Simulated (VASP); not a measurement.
VASP runs on ZnO (wurtzite) share one base input (PBE GGA, plane waves, VASP's PBE PAW potentials (set 64)) and change the settings named in each case.

### KPOINTS
```
Automatic mesh
0
Gamma
7 7 4
0 0 0
```

**POSCAR**
```
ZnO
1
    1.6575000000    -2.8708750000     0.0000000000
    1.6575000000     2.8708750000     0.0000000000
    0.0000000000     0.0000000000     5.3142000000
Zn O
2 2
Direct
  0.6666670000   0.3333330000   0.5000000000
  0.3333330000   0.6666670000   0.0000000000
  0.6666670000   0.3333330000   0.8820000000
  0.3333330000   0.6666670000   0.3820000000
```

### INCAR
```
SYSTEM  =  ZnO
PREC  =  Accurate; ENCUT  =  520; LREAL  =  .FALSE.
LASPH  =  .TRUE.
EDIFF  =  1E-6; NELM  =  100; ALGO  =  Normal
LMAXMIX  =  4
ISMEAR  =  0; SIGMA  =  0.05
GGA  =  PE
ISIF  =  2
LWAVE  =  .FALSE.; LCHARG  =  .FALSE.
```

POTCAR, in this order: Zn O (PBE.64 set). Program: vasp_std.

```
change                                                                              E(σ→0) (eV/atom)  pressure (GPa)
----------------------------------------------------------------------------------  ----------------  --------------
base run                                                                                     -4.4636           -2.30
LDAU = .TRUE., LDAUJ = 0 0, LDAUL = 2 -1, LDAUTYPE = 2, LDAUU = 1.0 0                        -4.4424           -3.35
LDAU = .TRUE., LDAUJ = 0 0, LDAUL = 2 -1, LDAUTYPE = 2, LDAUU = 2.0 0                        -4.4260           -4.45
LDAU = .TRUE., LDAUJ = 0 0, LDAUL = 2 -1, LDAUTYPE = 2, LDAUU = 3.0 0                        -4.4142           -5.71
LDAU = .TRUE., LDAUJ = 0 0, LDAUL = 2 -1, LDAUTYPE = 2, LDAUU = 4.0 0                        -4.4073           -6.98
LDAU = .TRUE., LDAUJ = 0 0, LDAUL = 2 -1, LDAUTYPE = 2, LDAUU = 5.0 0                        -4.4053           -8.39
LDAU = .TRUE., LDAUJ = 0 0, LDAUL = 2 -1, LDAUTYPE = 2, LDAUU = 6.0 0                        -4.4084           -9.85
LDAU = .TRUE., LDAUJ = 0 0, LDAUL = 2 -1, LDAUTYPE = 2, LDAUU = 8.0 0                        -4.4308          -13.16
LDAU = .TRUE., LDAUJ = 0 0, LDAUL = 2 -1, LDAUTYPE = 2, LDAUU = 5.0 0, LMAXMIX = 2           -4.4053           -8.38
```
 Energies of different potentials or functionals have different zeros.

Left out are runs that ran out of time, are held back, or changed the cell or the kind of run, fixed moments of cells without a moment, rows past the twelfth, gaps on odd meshes, pressures of charged cells and columns that move by less than the noise.

The compound is ZnO in the wurtzite structure. The cell was not relaxed at this level.
